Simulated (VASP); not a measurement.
Here is a VASP 6.6.1 calculation.

Contents of INCAR:

```
SYSTEM = MoSCl2O
PREC = Accurate ; ENCUT = 520
EDIFF = 1E-7 ; ISMEAR = 0
SIGMA = 0.01 ; LREAL = .FALSE.
LASPH = .TRUE. ; NELM = 100
ALGO = Normal ; ISIF = 2
LWAVE = .FALSE. ; LCHARG = .TRUE.
GGA = PE ; LELF = .TRUE.
```

File KPOINTS:

```
Automatic mesh
0
G
  1 1 1
  0 0 0
```

Contents of POSCAR:

```
MoSCl2O
1.0
   13.0000000000      0.0000000000      0.0000000000
    0.0000000000     13.0000000000      0.0000000000
    0.0000000000      0.0000000000     12.0000000000
O Mo S Cl
1 1 1 2
Direct
    0.5198576900      0.4670153800      0.6040416700
    0.5199653800      0.4720692300      0.4659666700
    0.6344423100      0.3714461500      0.4096083300
    0.3675576900      0.4189384600      0.4016250000
    0.5585653800      0.6317846200      0.4109416700
```

Potentials or basis: VASP PAW PBE potentials, release 64 (O, Mo_sv, S, Cl).

The run is started by

```bash
$ cat potpaw_PBE.64/O/POTCAR potpaw_PBE.64/Mo_sv/POTCAR potpaw_PBE.64/S/POTCAR potpaw_PBE.64/Cl/POTCAR > POTCAR
$ mpirun -np 1 vasp_gam > vasp.out
```

Problem. Predict the gap between the frontier levels.

Solution. 2.55 eV.

Problem. Estimate the largest force.

Solution. 1.612 eV/Å.

Forces in eV/Å, atoms in the order of the input:
```
O    0.007 -0.072  1.610
Mo  -0.355  0.366 -1.171
S    0.569 -0.501 -0.241
Cl  -0.305 -0.113 -0.108
Cl   0.084  0.320 -0.090
```

PBE gaps usually lie below the measured ones, often by a third to a half.
